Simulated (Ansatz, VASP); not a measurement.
# Cu2As (Cu2As (P4/nmm)) in two plane-wave programs, part 2 of 2

One calculation is typed for both programs; each brings its own data sets. How far apart do they land? The two relaxations start from unlike cells of this crystal (the structure described is Ansatz's start), so only their ends are compared.

VASP 6.6.1 and Ansatz 0.2.0.

So far: Starting point; Ansatz: relaxation of cell and atoms, PBEsol.

## (3) VASP: relaxation of cell and atoms, PBEsol

Level of this step: PBEsol; plane waves and PAW (Cu, As) (VASP).

Its own start cell and the same functional, mesh and smearing now go to VASP, with its own data sets.

Lines of VASP's logs that name or quote its potential files are left out, and so is its time.

The input, INCAR:

```
SYSTEM = Cu2As
PREC = Accurate
ENCUT = 600
EDIFF = 1E-07
NELM = 120
ISMEAR = -1
SIGMA = 0.05
LREAL = .FALSE.
ALGO = Normal
GGA = PS
NBANDS = 33
LASPH = .TRUE.
LORBIT = 11
LWAVE = .FALSE.
LCHARG = .FALSE.
ISIF = 3
IBRION = 2
NSW = 80
EDIFFG = -0.005
GGA_COMPAT = .FALSE.
NELMIN = 4
KPAR = 2
```

The input, POSCAR:

```
Cu2As
1.0
    3.7521585270      0.0000000000      0.0000000000
    0.0000000000      3.7521585270      0.0000000000
    0.0000000000      0.0000000000      5.8577908055
Cu As
4 2
Direct
    0.4999998675      0.4999998675      0.0000000000
    0.0000000000      0.0000000000      0.0000000000
    0.4999998675      0.0000000000      0.2982449954
    0.0000000000      0.4999998675      0.7017551746
    0.4999998675      0.0000000000      0.7098340949
    0.0000000000      0.4999998675      0.2901659051
```

The input, KPOINTS:

```
Automatic mesh
0
Gamma
10 10 7
0 0 0
```

Potentials, in the order of the species: Cu and As (PBE family, release 64).

Command:

```
$ mpirun -np 2 vasp_std
```

Numbers of over 12 decimals in the logs are rounded to 6 here.

The program printed:

```text
[banner, memory and clock lines left out]
running    2 mpi-ranks, on    1 nodes
 distrk:  each k-point on    1 cores,    2 groups
 distr:  one band on    1 cores,    1 groups

 POSCAR found type information on POSCAR CuAs
 POSCAR found :  2 types and       6 ions
|                                                                             |
|               ----> ADVICE to this user running VASP <----                  |
|                                                                             |
|     You enforced a specific xc type in the INCAR file but a different       |
|     [... a line on the potential file left out ...]
|     I HOPE YOU KNOW WHAT YOU ARE DOING!                                     |
|                                                                             |

 LDA part: xc-table for (Slater+PW92), standard interpolation
 POSCAR, INCAR and KPOINTS ok, starting setup
 FFT: planning ... GRIDC
 FFT: planning ... GRID_SOFT
 FFT: planning ... GRID
 WAVECAR not read
 entering main loop
       N       E                     dE             d eps       ncg     rms          rms(c)
DAV:   1     0.460608030582E+03    0.46061E+03   -0.26241E+04  5584   0.273E+03
DAV:   2     0.175751836374E+02   -0.44303E+03   -0.43340E+03  5545   0.467E+02
DAV:   3    -0.302710124016E+02   -0.47846E+02   -0.46206E+02  6861   0.198E+02
DAV:   4    -0.322382583240E+02   -0.19672E+01   -0.19440E+01  8779   0.426E+01
DAV:   5    -0.322582200887E+02   -0.19962E-01   -0.19944E-01  8561   0.481E+00    0.181E+01
DAV:   6    -0.310795355611E+02    0.11787E+01   -0.72234E+01  6893   0.178E+02    0.121E+01
DAV:   7    -0.274491996666E+02    0.36303E+01   -0.15963E+01  6544   0.103E+02    0.262E+00
DAV:   8    -0.275085130774E+02   -0.59313E-01   -0.24708E+00  8040   0.403E+01    0.163E+00
DAV:   9    -0.275257427255E+02   -0.17230E-01   -0.48236E-01  8361   0.196E+01    0.162E+00
DAV:  10    -0.274764032545E+02    0.49339E-01   -0.12662E-01  7711   0.755E+00    0.502E-01
DAV:  11    -0.274730502326E+02    0.33530E-02   -0.22677E-02  8790   0.195E+00    0.145E-01
DAV:  12    -0.274729518701E+02    0.98362E-04   -0.35175E-03  9331   0.871E-01    0.528E-02
DAV:  13    -0.274729861196E+02   -0.34250E-04   -0.25155E-04  7720   0.286E-01    0.545E-02
DAV:  14    -0.274729221826E+02    0.63937E-04   -0.12621E-04  7174   0.269E-01    0.182E-02
DAV:  15    -0.274729199858E+02    0.21968E-05   -0.82773E-05  9073   0.123E-01    0.629E-03
DAV:  16    -0.274729191645E+02    0.82129E-06   -0.55817E-06  8221   0.242E-02    0.476E-03
DAV:  17    -0.274729190559E+02    0.10852E-06   -0.12392E-06  8462   0.173E-02    0.120E-03
DAV:  18    -0.274729189226E+02    0.13335E-06   -0.48689E-07  5085   0.108E-02    0.674E-04
DAV:  19    -0.274729188862E+02    0.36392E-07   -0.10787E-07  3200   0.612E-03
   1 F= -.27472919E+02 E0= -.27465926E+02  d E =-.274729E+02
 curvature:   0.00 expect dE= 0.000E+00 dE for cont linesearch  0.000E+00
 trial: gam= 0.00000 g(F)=  0.134E-05 g(S)=  0.200E-04 ort = 0.000E+00 (trialstep = 0.100E+01)
 search vector abs. value=  0.214E-04
 bond charge predicted
       N       E                     dE             d eps       ncg     rms          rms(c)
DAV:   1    -0.274733672666E+02   -0.44834E-03   -0.74724E-03  5669   0.165E+00    0.173E-01
DAV:   2    -0.274731219893E+02    0.24528E-03   -0.43799E-03  6287   0.155E+00    0.763E-02
DAV:   3    -0.274729302687E+02    0.19172E-03   -0.84942E-04  6404   0.809E-01    0.291E-02
DAV:   4    -0.274729283406E+02    0.19282E-05   -0.12876E-04  6994   0.424E-01    0.249E-02
DAV:   5    -0.274729202588E+02    0.80818E-05   -0.21622E-05  8694   0.171E-01    0.109E-02
DAV:   6    -0.274729185383E+02    0.17205E-05   -0.14602E-05  8218   0.111E-01    0.422E-03
DAV:   7    -0.274729183196E+02    0.21875E-06   -0.29044E-06  8251   0.405E-02    0.246E-03
DAV:   8    -0.274729181684E+02    0.15120E-06   -0.35527E-07  4440   0.130E-02    0.853E-04
DAV:   9    -0.274729181219E+02    0.46428E-07   -0.10782E-07  3191   0.485E-03
   2 F= -.27472918E+02 E0= -.27465933E+02  d E =0.764257E-06
 trial-energy change:    0.000001  1 .order   -0.000003   -0.000021    0.000015
 step:   0.4260(harm=  0.5920)  dis= 0.00007  next Energy=   -27.472923 (dE=-0.424E-05)
 reached required accuracy - stopping structural energy minimisation
```

Parts of OUTCAR (step 3):

```text
ion  position               nearest neighbor table
   1  0.500  0.500  0.000-   5 2.53   6 2.53   6 2.53   5 2.53   4 2.56   3 2.56   4 2.56   3 2.56
                             2 2.65   2 2.65   2 2.65   2 2.65
   2  0.000  0.000  0.000-   5 2.53   6 2.53   6 2.53   5 2.53   4 2.56   3 2.56   4 2.56   3 2.56
                             1 2.65   1 2.65   1 2.65   1 2.65
   3  0.500  0.000  0.298-   5 2.41   2 2.56   1 2.56   2 2.56   1 2.56   6 2.65   6 2.65   6 2.65
                             6 2.65
   4  0.000  0.500  0.702-   6 2.41   2 2.56   1 2.56   2 2.56   1 2.56   5 2.65   5 2.65   5 2.65
                             5 2.65
   5  0.500  0.000  0.710-   3 2.41   2 2.53   1 2.53   2 2.53   1 2.53   4 2.65   4 2.65   4 2.65
                             4 2.65
   6  0.000  0.500  0.290-   4 2.41   2 2.53   1 2.53   2 2.53   1 2.53   3 2.65   3 2.65   3 2.65
                             3 2.65

  LATTYP: Found a simple tetragonal cell.
 ALAT       =     3.7521585270
 C/A-ratio  =     1.5611789223

 Subroutine GETGRP returns: Found 16 space group operations
 (whereof  8 operations were pure point group operations)

The static configuration has the point symmetry D_2d.
 The point group associated with its full space group is D_4h.

 Found     84 irreducible k-points:

   k-points           NKPTS =     84   k-points in BZ     NKDIM =     84   number of bands    NBANDS=     33

   dimension x,y,z NGX =    30 NGY =   30 NGZ =   48
   dimension x,y,z NGXF=    60 NGYF=   60 NGZF=   96

   ENCUT  =  600.0 eV  44.10 Ry    6.64 a.u.   7.49  7.49 11.70*2*pi/ulx,y,z

   NELECT =      54.0000    total number of electrons

 k-points in reciprocal lattice and weights: Automatic mesh
   0.00000000  0.00000000  0.00000000       0.001
   0.10000000  0.00000000  0.00000000       0.006
   0.20000000  0.00000000  0.00000000       0.006
   0.30000000  0.00000000  0.00000000       0.006
   0.40000000  0.00000000  0.00000000       0.006
   0.50000000  0.00000000  0.00000000       0.003
   0.10000000  0.10000000  0.00000000       0.006
   0.20000000  0.10000000  0.00000000       0.011
   0.30000000  0.10000000  0.00000000       0.011
[...]
0.50000000  0.40000000  0.42857143       0.011
   0.50000000  0.50000000  0.42857143       0.003

 average (electrostatic) potential at core
       1 -64.1060       2 -64.1060       3 -63.7235       4 -63.7235       5 -47.3020
       6 -47.3020

 E-fermi :   7.5056

 k-point     1 :       0.0000    0.0000    0.0000
  band No.  band energies     occupation
    ...
     22       5.0367      2.00000
     23       5.1114      2.00000
     24       5.1114      2.00000
     25       5.2340      2.00000
     26       6.7005      2.00000
     27       8.3901      0.00000
     28       8.4598      0.00000
     29       8.4598      0.00000
     30      10.1512      0.00000
     31      11.6297      0.00000
    ...

 k-point     2 :       0.1000    0.0000    0.0000
  band No.  band energies     occupation
    ...
     23       5.0634      2.00000
     24       5.0648      2.00000
     25       5.5242      2.00000
     26       7.1130      1.99922
     27       7.3659      1.88476
     28       8.5565      0.00000
     29       9.4817      0.00000
     30      10.0661      0.00000
     31      11.8614      0.00000
     32      12.7212      0.00000
    ...

 k-point     3 :       0.2000    0.0000    0.0000
  band No.  band energies     occupation
    ...
     23       5.0351      2.00000
     24       5.1627      2.00000
     25       6.1504      2.00000
     26       6.5516      2.00000
     27       7.3036      1.96545
     28       8.8044      0.00000
     29       9.9502      0.00000
     30      10.3340      0.00000
     31      12.0722      0.00000
     32      13.4054      0.00000
    ...

  Total        0.0213822      0.0213822      0.0203063      0.0000000      0.0000000      0.0000000
  in kB        0.4156876      0.4156876      0.3947708      0.0000000      0.0000000      0.0000000
  external PRESSURE =       0.4087153 kB  Pullay stress =       0.0000000 kB

  energy-cutoff  :      600.00
  volume of cell :       82.41
      direct lattice vectors                 reciprocal lattice vectors
     3.751355050  0.000000000  0.000000000     0.266570342  0.000000000  0.000000000
     0.000000000  3.751355050  0.000000000     0.000000000  0.266570342  0.000000000
     0.000000000 -0.000000000  5.856246675     0.000000000 -0.000000000  0.170757834

 POSITION                                       TOTAL-FORCE (eV/Angst)
 -----------------------------------------------------------------------------------
      1.87568      1.87568      5.85625         0.000000     -0.000000      0.000000
      3.75136     -0.00000      5.85625        -0.000000     -0.000000      0.000000
      1.87568     -0.00000      1.74650         0.000000      0.000000     -0.000270
      3.75136      1.87568      4.10975         0.000000     -0.000000      0.000270
      1.87568     -0.00000      4.15712        -0.000000      0.000000     -0.000919
      3.75136      1.87568      1.69913        -0.000000     -0.000000      0.000919
 -----------------------------------------------------------------------------------
    total drift:                               -0.000028      0.000235     -0.000135

  FREE ENERGIE OF THE ION-ELECTRON SYSTEM (eV)
  ---------------------------------------------------
  free  energy   TOTEN  =       -27.4729181219 eV

  energy  without entropy=      -27.4589470566  energy(sigma->0) =      -27.46593259

 reached required accuracy - stopping structural energy minimisation

 total charge
# of ion       s       p       d       tot
------------------------------------------
    1        0.420   0.443   9.190  10.053
    2        0.420   0.443   9.190  10.053
    3        0.411   0.364   9.214   9.989
    4        0.411   0.364   9.214   9.989
    5        1.241   1.437   0.067   2.744
    6        1.241   1.437   0.067   2.744
--------------------------------------------------
tot          4.144   4.488  36.942  45.573

[... 3 further parts left out ...]
```

CONTCAR:

```
Cu2As
   1.00000000000000
     3.7513550498513828    0.0000000000000000    0.0000000000000000
     0.0000000000000000    3.7513550498513828    0.0000000000000000
     0.0000000000000000   -0.0000000000000000    5.8562466751554645
  Cu              As
     4     2
Direct
     0.4999998675000015    0.4999998675000015    1.0000000000000000
     1.0000000000000000    0.0000000000000000    1.0000000000000000
     0.4999998675000015    0.0000000000000000    0.2982287686333632
     1.0000000000000000    0.4999998675000015    0.7017714013666366
     0.4999998675000015    0.0000000000000000    0.7098601767209842
     1.0000000000000000    0.4999998675000015    0.2901398232790158
```

## (4) Differences

Known differences besides the potentials themselves: the data sets hold 106 valence electrons in Ansatz (on its default PAW (the set named soft_2) files) and 54 in VASP; the cutoff is 420 eV in Ansatz and 600 eV in VASP; Ansatz makes its cores anew for this functional, VASP keeps those of its PBE data sets; Ansatz adds a Pulay correction to the stress that steers its cell, VASP none. Total energies have different zeros and are not compared.

Compared:

```
                                         quantity  Ansatz   VASP  difference
                                      volume (Å³)   82.10  82.41     -0.38 %
edge a after relaxation, in the typed setting (Å)   3.749  3.751     -0.07 %
edge c after relaxation, in the typed setting (Å)   5.842  5.856     -0.24 %
```

## (5) What came out

| Quantity | Value |
| --- | --- |
| difference in volume (relaxation of cell and atoms, PBEsol) | -0.38 % |

What this shows: The difference in volume is -0.38 % (relaxation of cell and atoms, PBEsol), within the 1.2 % picked in this series as the mark of a large difference, as far as the stopping tolerances let one tell. The data sets hold unlike numbers of valence electrons (106 in Ansatz and 54 in VASP), so part of the differences comes from the potentials. Such differences can come from data sets, numerical settings and the points named under the comparisons, not from the functional's error against experiment.

[Lines on the potential files, build, host, timing and source positions are cut from VASP's logs without a mark.]

[Logs are printed without paths, hosts, clocks, repeated set-up lines and the standing remarks that a program may print on its own settings, such as how far it seeks lower states.]

[Hosts, paths, dates, database ids (printed as entryN), source tags and the programs' standing remarks are cut or masked in the printed files.]
